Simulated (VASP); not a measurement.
Ta2SiO3:

```
Ta Si O
1.0
     5.05333    0.00564    0.11189
    -0.12323    5.11554   -0.00963
    -0.02235   -0.41809    6.53664
Ta Si O
4 2 6
Direct
  0.97195 0.20310 0.17921
  0.45764 0.69627 0.19168
  0.08974 0.73093 0.81554
  0.48845 0.29488 0.79767
  0.29415 0.46497 0.53640
  0.75208 0.47851 0.52428
  0.70745 0.03690 0.25894
  0.19947 0.96788 0.16395
  0.73721 0.52496 0.00340
  0.30978 0.96506 0.73118
  0.81486 0.03834 0.85374
  0.26441 0.48594 0.00225
```

The cell was built by a generator and needn't be a form met in nature.

```yaml
Program: VASP 6.6.1
Task: relaxation of cell and atoms
Functional: PBE
Potentials_or_basis: VASP PAW PBE potentials, release 64 (Ta_pv, Si, O)
Cutoff: 520 eV
k_mesh: 5 × 5 × 4
Occupations: gaussian, width 0.15 eV
Spin: no spin polarisation
```

At the start: pressure 22.9 GPa; volume 14.08 Å³/atom.

Task: How do energy, volume and symmetry change on relaxing?

Result: Over 47 steps the energy falls by 525.3 meV/atom and the volume is 14.22 Å³/atom (+1.0 %); space group P-1 (No. 2, to 0.05 Å).

The path:
| step | energy change (eV) | largest force (eV/Å) | pressure (GPa) | volume (Å³) |
| --- | --- | --- | --- | --- |
| 1 | 0.0000 | 13.4084 | 22.85 | 168.98 |
| 3 | -0.7591 | 2.9821 | -20.55 | 207.40 |
| 5 | -4.2918 | 3.4040 | -9.49 | 182.92 |
| 7 | -4.3068 | 3.5834 | -8.09 | 181.72 |
| 9 | -5.7297 | 1.8051 | 0.52 | 172.26 |
| 11 | -6.0263 | 1.0097 | -0.18 | 171.03 |
| 13 | -6.1951 | 0.5783 | 0.88 | 169.94 |
| 15 | -6.2534 | 0.4968 | -0.83 | 171.57 |
| 17 | -6.2732 | 0.2498 | 0.20 | 170.58 |
| 19 | -6.2830 | 0.1755 | -0.19 | 170.58 |
| 21 | -6.2883 | 0.2140 | 0.36 | 170.20 |
| 23 | -6.2915 | 0.1035 | -0.14 | 170.57 |
| 25 | -6.2939 | 0.1075 | 0.02 | 170.50 |
| 27 | -6.2961 | 0.0824 | 0.01 | 170.50 |
| 29 | -6.2976 | 0.0655 | 0.02 | 170.55 |
| 31 | -6.2990 | 0.0724 | -0.09 | 170.66 |
| 33 | -6.2999 | 0.0645 | 0.04 | 170.49 |
| 35 | -6.3007 | 0.0608 | 0.13 | 170.42 |
| 37 | -6.3012 | 0.0492 | -0.15 | 170.62 |
| 39 | -6.3018 | 0.0417 | 0.03 | 170.51 |
| 41 | -6.3023 | 0.0364 | 0.05 | 170.53 |
| 43 | -6.3026 | 0.0444 | 0.02 | 170.59 |
| 45 | -6.3030 | 0.0304 | -0.01 | 170.66 |
| 47 | -6.3033 | 0.0272 | 0.01 | 170.67 |

Final structure:
```
Ta Si O
1.0
     5.03761    0.00039    0.00483
    -0.12715    5.03610    0.01230
    -0.16324   -0.38417    6.72630
Ta Si O
4 2 6
Direct
  0.98296 0.26205 0.19304
  0.49313 0.70724 0.21023
  0.03180 0.71950 0.81715
  0.52154 0.27404 0.79924
  0.25322 0.48005 0.49789
  0.76189 0.50199 0.51194
  0.71925 0.00497 0.27443
  0.21005 0.95312 0.14748
  0.76041 0.51672 0.02237
  0.29478 0.97672 0.73555
  0.80374 0.02747 0.86139
  0.25440 0.46388 0.98753
```
